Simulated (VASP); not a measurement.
Computed with PBEsol GGA, VASP's PBE PAW potentials (set 64) (plane waves; VASP).

A VASP calculation is set up with these files.

File KPOINTS:
```
Automatic
0
G
10 10 5
0 0 0
```

### INCAR
```
! general
SYSTEM   =  SiGe
PREC     =  Accurate
ENCUT    =  500
LREAL    =  .FALSE.   ! projection in real space or not
LASPH    =  .TRUE.

! electronic loop
EDIFF    =  1E-6   ! SCF stop (eV)
NELM     =  100
ALGO     =  Normal
LMAXMIX  =  4

! smearing
ISMEAR   =  1   ! Methfessel-Paxton
SIGMA    =  0.1

! functional
GGA      =  PS

! ions
IBRION   =  2
NSW      =  40   ! most ionic steps
ISIF     =  3   ! ions, shape and volume
EDIFFG   =  -0.02   ! ionic stop
PSTRESS  =  450   ! kbar

! output
LWAVE    =  .FALSE.
LCHARG   =  .FALSE.
```

POSCAR:
```
SiGe
1
    3.6085670934     0.0000000002    -0.0000000000
   -1.8042835465     3.1251107251    -0.0000000000
    0.0000000000     0.0000000000     6.0030896468
Si Ge
2 2
Direct
  0.3333330000   0.6666670000   0.0017244818
  0.6666670000   0.3333330000   0.5017244818
  0.3333330000   0.6666670000   0.3732755182
  0.6666670000   0.3333330000   0.8732755182
```

POTCAR, in this order: Si Ge_d (PBE.64 set). Program: vasp_std.

The run wrote:

File OSZICAR:
```
...
DAV:   1    -0.189153846303E+02    0.55857E-01   -0.51801E-02  2298   0.467E+00    0.360E-01
DAV:   2    -0.189126127014E+02    0.27719E-02   -0.43362E-03  2370   0.144E+00    0.180E-01
DAV:   3    -0.189117659582E+02    0.84674E-03   -0.12895E-03  2500   0.675E-01    0.490E-02
DAV:   4    -0.189117064794E+02    0.59479E-04   -0.12795E-04  2302   0.210E-01    0.210E-02
DAV:   5    -0.189117044421E+02    0.20373E-05   -0.59597E-06  2188   0.371E-02    0.906E-03
DAV:   6    -0.189117046535E+02   -0.21138E-06   -0.75082E-07  1080   0.179E-02
   4 F= -.11469494E+01 E0= -.11469050E+01  d E =-.220769E+00
       N       E                     dE             d eps       ncg     rms          rms(c)
DAV:   1    -0.188878731201E+02    0.23831E-01   -0.86345E-03  2304   0.191E+00    0.146E-01
DAV:   2    -0.188874145535E+02    0.45857E-03   -0.71777E-04  2370   0.586E-01    0.728E-02
DAV:   3    -0.188872766003E+02    0.13795E-03   -0.21457E-04  2500   0.276E-01    0.199E-02
DAV:   4    -0.188872679224E+02    0.86779E-05   -0.21477E-05  2310   0.861E-02    0.857E-03
DAV:   5    -0.188872679162E+02    0.61600E-08   -0.76308E-07  1068   0.154E-02
   5 F= -.11469255E+01 E0= -.11468664E+01  d E =-.220745E+00
       N       E                     dE             d eps       ncg     rms          rms(c)
DAV:   1    -0.189686305107E+02   -0.81363E-01   -0.17776E-01  2722   0.650E+00    0.483E-01
DAV:   2    -0.189642045521E+02    0.44260E-02   -0.12285E-02  2450   0.196E+00    0.245E-01
DAV:   3    -0.189626953965E+02    0.15092E-02   -0.29929E-03  2588   0.941E-01    0.645E-02
DAV:   4    -0.189625967992E+02    0.98597E-04   -0.50839E-04  2236   0.383E-01    0.256E-02
DAV:   5    -0.189625911790E+02    0.56202E-05   -0.36158E-05  2450   0.111E-01    0.135E-02
DAV:   6    -0.189625891784E+02    0.20006E-05   -0.59431E-06  2110   0.454E-02    0.359E-03
DAV:   7    -0.189625888633E+02    0.31511E-06   -0.74078E-07  1110   0.161E-02
   6 F= -.11471587E+01 E0= -.11470293E+01  d E =-.233181E-03
       N       E                     dE             d eps       ncg     rms          rms(c)
DAV:   1    -0.189310178571E+02    0.31571E-01   -0.33852E-02  2810   0.279E+00    0.212E-01
DAV:   2    -0.189301449551E+02    0.87290E-03   -0.21564E-03  2442   0.841E-01    0.107E-01
DAV:   3    -0.189298598635E+02    0.28509E-03   -0.55136E-04  2590   0.404E-01    0.286E-02
DAV:   4    -0.189298449219E+02    0.14942E-04   -0.96454E-05  2242   0.166E-01    0.113E-02
DAV:   5    -0.189298446306E+02    0.29130E-06   -0.67396E-06  2090   0.478E-02
   7 F= -.11473756E+01 E0= -.11472766E+01  d E =-.450123E-03
       N       E                     dE             d eps       ncg     rms          rms(c)
DAV:   1    -0.189413138288E+02   -0.11469E-01   -0.39813E-03  2818   0.954E-01    0.736E-02
DAV:   2    -0.189412093140E+02    0.10451E-03   -0.26031E-04  2458   0.294E-01    0.370E-02
DAV:   3    -0.189411742207E+02    0.35093E-04   -0.65614E-05  2590   0.140E-01    0.972E-03
DAV:   4    -0.189411711467E+02    0.30740E-05   -0.11339E-05  2150   0.570E-02    0.378E-03
DAV:   5    -0.189411708653E+02    0.28144E-06   -0.64203E-07  1032   0.165E-02
   8 F= -.11473574E+01 E0= -.11472472E+01  d E =-.431860E-03
       N       E                     dE             d eps       ncg     rms          rms(c)
DAV:   1    -0.189359578752E+02    0.52133E-02   -0.85552E-04  2826   0.440E-01    0.340E-02
DAV:   2    -0.189359352386E+02    0.22637E-04   -0.54808E-05  2444   0.135E-01    0.171E-02
DAV:   3    -0.189359284328E+02    0.68058E-05   -0.13984E-05  2518   0.644E-02    0.450E-03
DAV:   4    -0.189359283679E+02    0.64845E-07   -0.21372E-06  1140   0.265E-02
   9 F= -.11473730E+01 E0= -.11472679E+01  d E =-.447521E-03
       N       E                     dE             d eps       ncg     rms          rms(c)
DAV:   1    -0.189303565682E+02    0.55719E-02   -0.44865E-02  2174   0.186E+00    0.180E-01
DAV:   2    -0.189297029106E+02    0.65366E-03   -0.18186E-03  2508   0.772E-01    0.107E-01
DAV:   3    -0.189294006113E+02    0.30230E-03   -0.81397E-04  2900   0.438E-01    0.208E-02
DAV:   4    -0.189294079761E+02   -0.73648E-05   -0.14381E-04  2128   0.124E-01    0.109E-02
DAV:   5    -0.189294076333E+02    0.34281E-06   -0.41446E-06  2218   0.258E-02
  10 F= -.11479754E+01 E0= -.11477992E+01  d E =-.602334E-03
       N       E                     dE             d eps       ncg     rms          rms(c)
DAV:   1    -0.189202466502E+02    0.91613E-02   -0.14291E-01  2168   0.331E+00    0.321E-01
DAV:   2    -0.189181824234E+02    0.20642E-02   -0.57899E-03  2474   0.130E+00    0.190E-01
DAV:   3    -0.189172262725E+02    0.95615E-03   -0.25584E-03  2888   0.751E-01    0.372E-02
DAV:   4    -0.189172476671E+02   -0.21395E-04   -0.44140E-04  2130   0.218E-01    0.195E-02
DAV:   5    -0.189172461560E+02    0.15111E-05   -0.13141E-05  2486   0.456E-02    0.686E-03
DAV:   6    -0.189172462860E+02   -0.12993E-06   -0.20880E-06  1224   0.163E-02
  11 F= -.11486511E+01 E0= -.11484170E+01  d E =-.127805E-02
       N       E                     dE             d eps       ncg     rms          rms(c)
DAV:   1    -0.189029277065E+02    0.14318E-01   -0.57121E-01  2170   0.659E+00    0.643E-01
DAV:   2    -0.188945920320E+02    0.83357E-02   -0.23318E-02  2440   0.238E+00    0.380E-01
DAV:   3    -0.188906948188E+02    0.38972E-02   -0.10382E-02  2826   0.135E+00    0.733E-02
DAV:   4    -0.188907845784E+02   -0.89760E-04   -0.16987E-03  2124   0.425E-01    0.393E-02
DAV:   5    -0.188907766749E+02    0.79035E-05   -0.50278E-05  2532   0.847E-02    0.141E-02
DAV:   6    -0.188907767338E+02   -0.58912E-07   -0.88257E-06  2134   0.287E-02
  12 F= -.11483389E+01 E0= -.11482073E+01  d E =-.965877E-03
       N       E                     dE             d eps       ncg     rms          rms(c)
DAV:   1    -0.189146099052E+02   -0.23833E-01   -0.26019E-01  2176   0.454E+00    0.436E-01
DAV:   2    -0.189107529748E+02    0.38569E-02   -0.10412E-02  2500   0.171E+00    0.256E-01
DAV:   3    -0.189089794092E+02    0.17736E-02   -0.47380E-03  2788   0.989E-01    0.499E-02
DAV:   4    -0.189090187781E+02   -0.39369E-04   -0.80775E-04  2094   0.289E-01    0.269E-02
DAV:   5    -0.189090138998E+02    0.48784E-05   -0.24016E-05  2448   0.589E-02    0.974E-03
DAV:   6    -0.189090135837E+02    0.31610E-06   -0.43463E-06  1942   0.203E-02
  13 F= -.11488140E+01 E0= -.11485977E+01  d E =-.144096E-02
       N       E                     dE             d eps       ncg     rms          rms(c)
DAV:   1    -0.188679083625E+02    0.41106E-01   -0.35248E-02  2256   0.344E+00    0.261E-01
DAV:   2    -0.188666034501E+02    0.13049E-02   -0.36610E-03  2282   0.111E+00    0.131E-01
DAV:   3    -0.188661693379E+02    0.43411E-03   -0.86488E-04  2466   0.515E-01    0.352E-02
DAV:   4    -0.188661433257E+02    0.26012E-04   -0.10133E-04  2248   0.169E-01    0.184E-02
DAV:   5    -0.188661405843E+02    0.27414E-05   -0.42774E-06  2104   0.240E-02    0.743E-03
DAV:   6    -0.188661408473E+02   -0.26299E-06   -0.80232E-07  1014   0.171E-02
  14 F= -.11488497E+01 E0= -.11486307E+01  d E =-.356946E-04
       N       E                     dE             d eps       ncg     rms          rms(c)
DAV:   1    -0.188856253806E+02   -0.19485E-01   -0.69607E-03  2268   0.154E+00    0.116E-01
DAV:   2    -0.188853690011E+02    0.25638E-03   -0.72247E-04  2270   0.492E-01    0.583E-02
DAV:   3    -0.188852799941E+02    0.89007E-04   -0.17208E-04  2472   0.229E-01    0.156E-02
DAV:   4    -0.188852730923E+02    0.69018E-05   -0.20156E-05  2224   0.755E-02    0.815E-03
DAV:   5    -0.188852714649E+02    0.16274E-05   -0.66799E-07  1038   0.107E-02    0.295E-03
DAV:   6    -0.188852713039E+02    0.16105E-06   -0.22756E-07   990   0.866E-03
  15 F= -.11489374E+01 E0= -.11487197E+01  d E =-.123459E-03
```

File OUTCAR:
```
------------------------ aborting loop because EDIFF is reached ----------------------------------------
  FORCE on cell =-STRESS in cart. coord.  units (eV):
  Direction    XX          YY          ZZ          XY          YZ          ZX
  --------------------------------------------------------------------------------------
  Total       17.7304750     17.7304733     17.7241524      0.0000000      0.0000000      0.0000000
  in kB      449.8513521    449.8513078    449.6909365      0.0000002      0.0000000      0.0000000
  external PRESSURE =      -0.2021346 kB  Pullay stress =     450.0000000 kB
  volume of cell :       63.15
      direct lattice vectors                 reciprocal lattice vectors
     3.514436072  0.000000001 -0.000000000     0.284540672  0.164279641 -0.000000000
    -1.757218035  3.043590768  0.000000000    -0.000000000  0.328559283 -0.000000000
     0.000000000  0.000000000  5.903642055     0.000000000 -0.000000000  0.169386963
 POSITION                                       TOTAL-FORCE (eV/Angst)
 -----------------------------------------------------------------------------------
     -0.00000      2.02906      0.01903        -0.000000      0.000000      0.006953
      1.75722      1.01453      2.97085         0.000000      0.000000      0.006953
     -0.00000      2.02906      2.19483        -0.000000     -0.000000     -0.006953
      1.75722      1.01453      5.14665         0.000000      0.000000     -0.006953
 -----------------------------------------------------------------------------------
    total drift:                               -0.000903      0.000521      0.001850
  FREE ENERGIE OF THE ION-ELECTRON SYSTEM (eV)
  ---------------------------------------------------
  free  energy   TOTEN  =       -18.8852713039 eV

  energy  without entropy=      -18.8846180768  energy(sigma->0) =      -18.88505356
  enthalpy is  TOTEN    =        -1.1489374422 eV   P V=       17.7363338617

 reached required accuracy - stopping structural energy minimisation
```
(Selected blocks of OUTCAR.)

**CONTCAR**
```
SiGe
   1.00000000000000
     3.5144360719183125    0.0000000006445746   -0.0000000000000000
    -1.7572180353748426    3.0435907680949570    0.0000000000000000
     0.0000000000000000    0.0000000000000000    5.9036420545927601
  Si              Ge
     2     2
Direct
     0.3333330000000032    0.6666669999999968    0.0032237460571487
     0.6666669999999968    0.3333330000000032    0.5032237460571487
     0.3333330000000032    0.6666669999999968    0.3717762539428512
     0.6666669999999968    0.3333330000000032    0.8717762539428513
```

Energy and stress use the plane-wave basis of the starting cell.

The structure was generated: SiGe was put into the wurtzite type (P6_3mc), which need not be its known phase. This run relaxes it under an external pressure of 45 GPa. Symmetry was kept, so distortions that lower it aren't found.
